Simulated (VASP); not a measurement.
Output of a VASP run:

### OSZICAR
```
       N       E                     dE             d eps       ncg     rms          rms(c)
DAV:   1     0.225501920463E+03    0.22550E+03   -0.11995E+04  2688   0.159E+03
DAV:   2     0.921510370930E+01   -0.21629E+03   -0.21504E+03  2824   0.453E+02
DAV:   3    -0.167505285100E+02   -0.25966E+02   -0.25764E+02  5264   0.129E+02
DAV:   4    -0.177477825964E+02   -0.99725E+00   -0.99722E+00  2808   0.261E+01
DAV:   5    -0.177979308669E+02   -0.50148E-01   -0.50148E-01  4440   0.410E+00    0.117E+01
DAV:   6    -0.156583980456E+02    0.21395E+01   -0.81451E+00  3176   0.329E+01    0.292E+00
DAV:   7    -0.156392033249E+02    0.19195E-01   -0.79965E-01  4032   0.750E+00    0.201E+00
DAV:   8    -0.156610706188E+02   -0.21867E-01   -0.20392E-01  3160   0.607E+00    0.677E-01
DAV:   9    -0.156520000866E+02    0.90705E-02   -0.53809E-02  3240   0.257E+00    0.482E-02
DAV:  10    -0.156521386002E+02   -0.13851E-03   -0.18222E-03  4128   0.330E-01    0.735E-02
DAV:  11    -0.156521998748E+02   -0.61275E-04   -0.15531E-04  3200   0.107E-01    0.209E-02
DAV:  12    -0.156521900213E+02    0.98535E-05   -0.32818E-05  3856   0.392E-02    0.623E-03
DAV:  13    -0.156521899920E+02    0.29330E-07   -0.82252E-07  1968   0.122E-02
   1 F= -.15652190E+02 E0= -.15652184E+02  d E =-.156522E+02
       N       E                     dE             d eps       ncg     rms          rms(c)
DAV:   1    -0.161799121682E+02   -0.52772E+00   -0.12890E+01  3712   0.489E+01    0.615E+00
DAV:   2    -0.156543773989E+02    0.52553E+00   -0.25138E+00  3936   0.188E+01    0.179E+00
DAV:   3    -0.156322813492E+02    0.22096E-01   -0.34593E-01  3840   0.397E+00    0.618E-01
DAV:   4    -0.156438502686E+02   -0.11569E-01   -0.75603E-02  3464   0.199E+00    0.188E-01
DAV:   5    -0.156503321854E+02   -0.64819E-02   -0.13327E-02  3568   0.881E-01    0.299E-01
DAV:   6    -0.156545658714E+02   -0.42337E-02   -0.94346E-03  3512   0.597E-01    0.740E-02
DAV:   7    -0.156548284335E+02   -0.26256E-03   -0.72845E-04  4048   0.190E-01    0.369E-02
DAV:   8    -0.156548997425E+02   -0.71309E-04   -0.13777E-04  3376   0.760E-02    0.375E-03
DAV:   9    -0.156549011261E+02   -0.13837E-05   -0.17793E-05  3984   0.236E-02    0.709E-03
DAV:  10    -0.156549018294E+02   -0.70327E-06   -0.15213E-06  2048   0.123E-02
   2 F= -.15654902E+02 E0= -.15654792E+02  d E =-.271184E-02
       N       E                     dE             d eps       ncg     rms          rms(c)
DAV:   1    -0.157540242136E+02   -0.99123E-01   -0.23451E+00  3720   0.215E+01    0.262E+00
DAV:   2    -0.156580834977E+02    0.95941E-01   -0.49997E-01  4016   0.816E+00    0.739E-01
DAV:   3    -0.156541436653E+02    0.39398E-02   -0.58382E-02  3728   0.161E+00    0.228E-01
DAV:   4    -0.156562913005E+02   -0.21476E-02   -0.11516E-02  3768   0.728E-01    0.977E-02
DAV:   5    -0.156580112930E+02   -0.17200E-02   -0.36706E-03  3408   0.412E-01    0.136E-01
DAV:   6    -0.156584272537E+02   -0.41596E-03   -0.12857E-03  4000   0.284E-01    0.390E-02
DAV:   7    -0.156584852507E+02   -0.57997E-04   -0.14551E-04  3432   0.951E-02    0.427E-03
DAV:   8    -0.156584893093E+02   -0.40586E-05   -0.15348E-05  4168   0.231E-02    0.291E-03
DAV:   9    -0.156584894890E+02   -0.17975E-06   -0.42966E-07  1592   0.655E-03
   3 F= -.15658489E+02 E0= -.15658414E+02  d E =-.629950E-02
```

**OUTCAR**
```
------------------------ aborting loop because EDIFF is reached ----------------------------------------
  FORCE on cell =-STRESS in cart. coord.  units (eV):
  Direction    XX          YY          ZZ          XY          YZ          ZX
  --------------------------------------------------------------------------------------
  Total        0.0013955      0.0013955     -0.0030884      0.0000000      0.0000000      0.0000000
  in kB        0.0648486      0.0648486     -0.1435172      0.0000000      0.0000000      0.0000000
  external PRESSURE =      -0.0046067 kB  Pullay stress =       0.0000000 kB
  volume of cell :       34.48
      direct lattice vectors                 reciprocal lattice vectors
     1.464223451 -2.536109469  0.000000000     0.341477935 -0.197152373 -0.000000000
     1.464223451  2.536109469 -0.000000000     0.341477935  0.197152373 -0.000000000
     0.000000000  0.000000000  4.642258359     0.000000000  0.000000000  0.215412397
 POSITION                                       TOTAL-FORCE (eV/Angst)
 -----------------------------------------------------------------------------------
      1.46422      0.84537      1.16056         0.000000      0.000000     -0.000000
      1.46422     -0.84537      3.48169        -0.000000     -0.000000      0.000000
 -----------------------------------------------------------------------------------
    total drift:                                0.000180      0.001057     -0.000018
  FREE ENERGIE OF THE ION-ELECTRON SYSTEM (eV)
  ---------------------------------------------------
  free  energy   TOTEN  =       -15.6584894890 eV

  energy  without entropy=      -15.6582636851  energy(sigma->0) =      -15.65841422

 reached required accuracy - stopping structural energy minimisation
```
(Selected blocks of OUTCAR.)

POSCAR:
```
Ti
1
    1.4750000000    -2.5547750000     0.0000000000
    1.4750000000     2.5547750000     0.0000000000
    0.0000000000     0.0000000000     4.6800000000
Ti
2
Direct
  0.3333330000   0.6666670000   0.2500000000
  0.6666670000   0.3333330000   0.7500000000
```

Question: Reconstruct the remaining input files.

Answer: One answer among several that fit: the input of the run itself, PBE GGA, plane waves, VASP's PBE PAW potentials (set 64).

**KPOINTS**
```
Automatic mesh
0
G
 13 13 7
```

INCAR:
```
ALGO  =  Normal
EDIFF  =  1E-6
EDIFFG  =  -0.01
ENCUT  =  400
GGA  =  PE
IBRION  =  2
ISIF  =  3
ISMEAR  =  1
LASPH  =  .True.
LCHARG  =  .False.
LMAXMIX  =  4
LREAL  =  .False.
LWAVE  =  .False.
NELM  =  100
NSW  =  60
PREC  =  Accurate
SIGMA  =  0.1
SYSTEM  =  Ti
```

POTCAR, in this order: Ti_sv (PBE.64 set). Program: vasp_std.

Energy and stress use the plane-wave basis of the starting cell.

The compound is Ti in the hcp structure. This run relaxes it. Symmetry was kept, so distortions that lower it aren't found.
